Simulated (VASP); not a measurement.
# TiTe2 with and without spin-orbit coupling, part 4 of 4

Aim: run bands, DOS and a relaxation of TiTe2 twice, without and with spin-orbit coupling. All runs use PBE. Left out of this account: 1 further run (self-consistent run: a reference on another mesh). The start is a cell from a database of measured crystal structures.

VASP 6.6.1, plane waves and PAW; the level of theory is named at each step.

Still holding for the runs below: This run has no spin polarisation, although Ti can carry a moment. The k-mesh is coarse for a metal. The bonds form layers, held to each other by dispersion, which PBE lacks, so the spacing between them is unreliable.

So far. Step 5 (Density of states (PBE + SOC)): The DOS at the Fermi level goes from 1.35 to 1.41 states/eV/cell, a number that is sensitive to the mesh. The run took 3.4 times the core time, with 36 spinor bands against 25. Of the states within 0.3 eV of the Fermi level, the largest shares in the PAW spheres are Ti d 57 % and Te p 11 %. The rest lies in smaller channels or between the spheres. Step 6 (Full relaxation (PBE)): It ends with a largest force of 0.002 eV/Å and a pressure of 0.01 GPa.

## (7) Relaxing cell and atoms (PBE + SOC)

This step: PBE, spin-orbit coupling, no spin polarisation; plane waves and PAW (Ti_sv, Te) (VASP 6.6.1).

The same relaxation with spinors and spin-orbit coupling.

The input, INCAR:

```
SYSTEM = TiTe2
PREC = Accurate
ENCUT = 400
EDIFF = 1E-06
NELM = 100
ISMEAR = -1
SIGMA = 0.05
LREAL = .FALSE.
ALGO = Normal
GGA = PE
LNONCOLLINEAR = .TRUE.
MAGMOM = 0 0 0 0 0 0 0 0 0
NBANDS = 36
GGA_COMPAT = .FALSE.
LASPH = .TRUE.
LSORBIT = .TRUE.
LMAXMIX = 4
LORBIT = 11
LWAVE = .FALSE.
LCHARG = .FALSE.
KPAR = 4
IBRION = 2
NSW = 60
ISIF = 3
EDIFFG = -0.01
```

The input, POSCAR:

```
TiTe2
1.0
    3.7770000000      0.0000000000      0.0000000000
   -1.8885000000      3.2709779501      0.0000000000
    0.0000000000      0.0000000000      6.4980000000
Ti Te
1 2
Direct
    0.0000000000      0.0000000000      0.0000000000
    0.6666666667      0.3333333333      0.2628000000
    0.3333333333      0.6666666667      0.7372000000
```

The input, KPOINTS:

```
Automatic mesh
0
Gamma
8 8 4
0 0 0
```

PAW data sets: Ti_sv and Te (PBE family, release 64).

Run with:

```console
> mpirun -np 4 vasp_ncl
```

The log of the run:

```text
[... set-up lines as in an earlier step ...]
 entering main loop
       N       E                     dE             d eps       ncg     rms          rms(c)
[... 17 cycles as in an earlier step ...]
   1 F= -.16427607E+02 E0= -.16421579E+02  d E =-.164276E+02  mag=    -0.0000     0.0000     0.0000
 curvature:   0.00 expect dE= 0.000E+00 dE for cont linesearch  0.000E+00
 trial: gam= 0.00000 g(F)=  0.143E-03 g(S)=  0.104E-01 ort = 0.000E+00 (trialstep = 0.100E+01)
 search vector abs. value=  0.106E-01
 bond charge predicted
       N       E                     dE             d eps       ncg     rms          rms(c)
DAV:   1    -0.165459601959E+02   -0.11835E+00   -0.18756E+00  3152   0.168E+01    0.305E+00
DAV:   2    -0.166704649132E+02   -0.12450E+00   -0.78219E-01  2984   0.135E+01    0.309E+00
DAV:   3    -0.164341737967E+02    0.23629E+00   -0.19582E-01  2840   0.680E+00    0.617E-01
DAV:   4    -0.164307334244E+02    0.34404E-02   -0.36293E-02  3156   0.113E+00    0.429E-01
DAV:   5    -0.164294490877E+02    0.12843E-02   -0.64460E-03  3444   0.614E-01    0.244E-01
DAV:   6    -0.164296086122E+02   -0.15952E-03   -0.79640E-04  3600   0.169E-01    0.159E-01
DAV:   7    -0.164300089857E+02   -0.40037E-03   -0.55308E-04  3696   0.110E-01    0.841E-02
DAV:   8    -0.164301150998E+02   -0.10611E-03   -0.33009E-04  3644   0.968E-02    0.272E-02
DAV:   9    -0.164301259970E+02   -0.10897E-04   -0.49193E-05  3388   0.375E-02    0.170E-02
DAV:  10    -0.164301263919E+02   -0.39483E-06   -0.82269E-06  3212   0.194E-02
   2 F= -.16430126E+02 E0= -.16423842E+02  d E =-.251969E-02  mag=    -0.0000     0.0000    -0.0000
[... from here on, the cycles between the ionic steps are left out ...]
   3 F= -.16431086E+02 E0= -.16424890E+02  d E =-.347905E-02  mag=     0.0000     0.0000    -0.0000
   4 F= -.16432332E+02 E0= -.16426064E+02  d E =-.124587E-02  mag=     0.0000    -0.0000     0.0000
   5 F= -.16435021E+02 E0= -.16428533E+02  d E =-.393526E-02  mag=    -0.0000    -0.0000     0.0000
   6 F= -.16436681E+02 E0= -.16429943E+02  d E =-.559537E-02  mag=    -0.0000     0.0000     0.0000
   7 F= -.16436478E+02 E0= -.16429754E+02  d E =0.203587E-03  mag=     0.0000    -0.0000    -0.0000
   8 F= -.16437064E+02 E0= -.16430330E+02  d E =-.382886E-03  mag=    -0.0000    -0.0000     0.0000
   9 F= -.16437219E+02 E0= -.16430614E+02  d E =-.155487E-03  mag=     0.0000     0.0000     0.0000
 trial-energy change:   -0.000155  1 .order   -0.000146   -0.000859    0.000567
 step:   1.4186(harm=  1.3963)  dis= 0.00521  next Energy=   -16.437329 (dE=-0.265E-03)
 bond charge predicted
       N       E                     dE             d eps       ncg     rms          rms(c)
DAV:   1    -0.164374857989E+02   -0.26664E-03   -0.14278E-02  2612   0.116E+00    0.118E-01
DAV:   2    -0.164374868033E+02   -0.10044E-05   -0.14197E-03  2736   0.449E-01    0.838E-02
DAV:   3    -0.164373652275E+02    0.12158E-03   -0.20577E-04  2932   0.206E-01    0.523E-02
DAV:   4    -0.164373317439E+02    0.33484E-04   -0.51827E-05  3068   0.794E-02    0.216E-02
DAV:   5    -0.164373292782E+02    0.24657E-05   -0.21250E-05  3704   0.282E-02    0.125E-02
DAV:   6    -0.164373296797E+02   -0.40147E-06   -0.10131E-06  2400   0.794E-03
  10 F= -.16437330E+02 E0= -.16430668E+02  d E =-.265668E-03  mag=     0.0000     0.0000    -0.0000
 curvature:  -1.27 expect dE=-0.169E-04 dE for cont linesearch -0.246E-06
 trial: gam= 0.13702 g(F)=  0.181E-05 g(S)=  0.115E-04 ort =-0.114E-04 (trialstep = 0.214E+01)
 search vector abs. value=  0.228E-04
 reached required accuracy - stopping structural energy minimisation
```

It took 2.6 min on 4 MPI ranks of AMD EPYC 9R45, shared host; peak memory 1.5 GiB; 10 min of CPU time.

Parts of OUTCAR (step 7):

```text
   NELECT =      24.0000    total number of electrons

 E-fermi :   6.3464

 k-point     1 :       0.0000    0.0000    0.0000
  band No.  band energies     occupation
    ...
     16       4.6173      1.00000
     17       4.8867      1.00000
     18       4.8867      1.00000
     19       6.2415      0.89076
     20       6.2415      0.89076
     21       6.6722      0.00148
     22       6.6722      0.00148
     23       6.7547      0.00028
     24       6.7547      0.00028
     25       6.7626      0.00024
    ...

  Total        0.0177022      0.0177022      0.0093235      0.0000000      0.0000000      0.0000000
  in kB        0.3396776      0.3396776      0.1789038      0.0000000      0.0000000      0.0000000
  external PRESSURE =       0.2860863 kB  Pullay stress =       0.0000000 kB

 POSITION                                       TOTAL-FORCE (eV/Angst)
 -----------------------------------------------------------------------------------
      0.00000     -0.00000      0.00000         0.000000      0.000000     -0.000000
      1.88829      1.09020      1.72443         0.000000     -0.000000      0.004332
     -0.00000      2.18040      5.03553        -0.000000      0.000000     -0.004332
 -----------------------------------------------------------------------------------
    total drift:                               -0.000000      0.000000     -0.000000

  FREE ENERGIE OF THE ION-ELECTRON SYSTEM (eV)
  ---------------------------------------------------
  free  energy   TOTEN  =       -16.4373296797 eV

  energy  without entropy=      -16.4240055106  energy(sigma->0) =      -16.43066760

 Spin-Orbit-Coupling matrix elements
 Ion:    1  E_soc:     -0.0145504
 Ion:    2  E_soc:     -0.2137233
 Ion:    3  E_soc:     -0.2137233

 magnetization (x)
# of ion       s       p       d       tot
------------------------------------------
    1       -0.000   0.000   0.000  -0.000
    2       -0.000  -0.000   0.000  -0.000
    3       -0.000   0.000  -0.000  -0.000
--------------------------------------------------
tot         -0.000  -0.000  -0.000  -0.000

 magnetization (y)
# of ion       s       p       d       tot
------------------------------------------
    1       -0.000  -0.000   0.000  -0.000
    2        0.000   0.000  -0.000  -0.000
    3        0.000   0.000  -0.000   0.000
--------------------------------------------------
tot          0.000  -0.000  -0.000  -0.000

 magnetization (z)
# of ion       s       p       d       tot
------------------------------------------
    1        0.000  -0.000   0.000   0.000
    2        0.000   0.000   0.000   0.000
    3        0.000   0.000   0.000   0.000
--------------------------------------------------
tot          0.000  -0.000   0.000   0.000

[... 8 parts as in an earlier step ...]

[... 10 further parts left out ...]
```

CONTCAR:

```
TiTe2
   1.00000000000000
     3.7765704720996145    0.0000000000000000   -0.0000000000000000
    -1.8882852360498072    3.2706059680266266    0.0000000000000001
     0.0000000000000000   -0.0000000000000000    6.7599571328072177
  Ti              Te
     1     2
Direct
     0.0000000000000000    0.0000000000000000    0.0000000000000000
     0.6666666667000030    0.3333333332999970    0.2550945424321506
     0.3333333332999970    0.6666666667000030    0.7449054575678494
```

The steps of the relaxation:

| step | energy less that of the first step (eV) | largest force (eV/Å) | pressure (GPa) | volume (Å³) |
| --- | --- | --- | --- | --- |
| 1 | 0.0000 | 0.0385 | 0.87 | 80.28 |
| 2 | -0.0025 | 0.1703 | -0.52 | 81.97 |
| 3 | -0.0035 | 0.1003 | -0.04 | 81.39 |
| 4 | -0.0047 | 0.0912 | -0.02 | 81.54 |
| 5 | -0.0074 | 0.0651 | 0.03 | 81.97 |
| 6 | -0.0091 | 0.0152 | 0.19 | 82.82 |
| 7 | -0.0089 | 0.0687 | -0.41 | 84.13 |
| 8 | -0.0095 | 0.0390 | -0.08 | 83.41 |
| 9 | -0.0096 | 0.0323 | 0.10 | 83.55 |
| 10 | -0.0097 | 0.0043 | 0.03 | 83.50 |

```
conventional cell, symmetrised  before  after  change
                         a (Å)   3.777  3.777  -0.0 %
                         b (Å)   3.777  3.777  -0.0 %
                         c (Å)   6.498  6.760  +4.0 %
              volume (Å³/atom)   26.76  27.83  +4.0 %
```

The atoms that moved most (Å, as changes of fractional coordinates times the final cell):

```csv
atom,dx,dy,dz,length
Te3,0.000,0.000,0.052,0.052
Te2,0.000,0.000,-0.052,0.052
```

Final coordinates:

```
Ti Te
1.0
     3.77657    0.00000    0.00000
    -1.88829    3.27061    0.00000
     0.00000    0.00000    6.75996
Ti Te
1 2
Direct
  0.00000 0.00000 0.00000
  0.66667 0.33333 0.25509
  0.33333 0.66667 0.74491
```

Numbers from this step:

| Property | Result |
| --- | --- |
| bands | 36 |
| free energy (TOTEN) | -16.44 eV |
| energy at zero smearing | -16.43 eV |
| Fermi energy | 6.346 eV |
| pressure | 0.02861 GPa |
| SCF cycles over all ionic steps | 96 |

On-site spin-orbit energy by atom:

```
atom  on-site spin-orbit energy (eV)
 Ti1                          -0.015
 Te2                          -0.214
 Te3                          -0.214
```

The cell ends at 27.83 Å³/atom, +0.8 % from the run without the coupling. The run took 4.2 times the core time, with 36 spinor bands against 18.

The cell grew by 4.0 % in volume. First to last step the energy falls by 0.010 eV; the largest move, 0.05 Å, is that of Te3 and 1 other atom alike.

## (8) The runs together

```
                               quantity  without  with spin-orbit coupling
                               gap (eV)     none                      none
                    core minutes, bands      1.5                       4.7
DOS at the Fermi level (states/eV/cell)     1.35                      1.41
                      core minutes, DOS     0.55                       1.9
               relaxed volume (Å³/atom)    27.62                     27.83
               core minutes, relaxation      2.5                        11
```

## (9) Results

```
gap (eV), without → with                                : none → none
DOS at the Fermi level (states/eV/cell), without → with : 1.35 → 1.41
relaxed volume (Å³/atom), without → with                : 27.62 → 27.83
```

What this shows: TiTe2 has no gap with or without spin-orbit coupling. The relaxed volume moves by +0.8 %. The spinor runs cost 3.1 to 4.2 times as much, on a shared host. The k-sampling is coarse for a metal, so the Fermi level, pressures and the shape of the cell carry errors. Magnetism was not tested. The bonds form layers, and without a dispersion term the spacing between them, and what depends on it, is unreliable.

[Lines on the potential files, build, host, timing and source positions are cut from VASP's logs without a mark.]

[Logs are printed without paths, hosts, clocks, repeated set-up lines and the standing remarks that a program may print on its own settings, such as how far it seeks lower states.]

[Hosts, paths, dates, database ids (printed as entryN), source tags and the programs' standing remarks are cut or masked in the printed files.]

[A measured line is paired with the nearest computed mode of its activity, which favours agreement.]
